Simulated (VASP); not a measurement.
Input:

```
CELL_PARAMETERS angstrom
      2.81403     0.00000     0.00000
      0.00000     2.81403     0.00000
      0.00000     0.00000     2.81403
ATOMIC_POSITIONS crystal
  Se 0.00000 0.00000 0.00000
```

Calculation: r2SCAN meta-GGA, VASP's PBE PAW potentials (set 64) (plane waves; VASP 6.6.1). Settings: 400 eV cut-off, 14×14×14 Γ-centred mesh, tetrahedra with Blöchl corrections, potentials Se.

Estimate the energy per atom (σ→0), band gap (over mesh and band path) with the smallest direct gap where there is one.

The band gap (over mesh and band path) is none (metal, semimetal or under 0.01 eV). The energy per atom (σ→0) is -14.053 eV/atom.

Total energies compare only between runs with the same potentials, cut-off and functional.

The structure comes from a computed database's Se entry (Pm-3m); how it stands against other phases isn't given here. It was relaxed first.
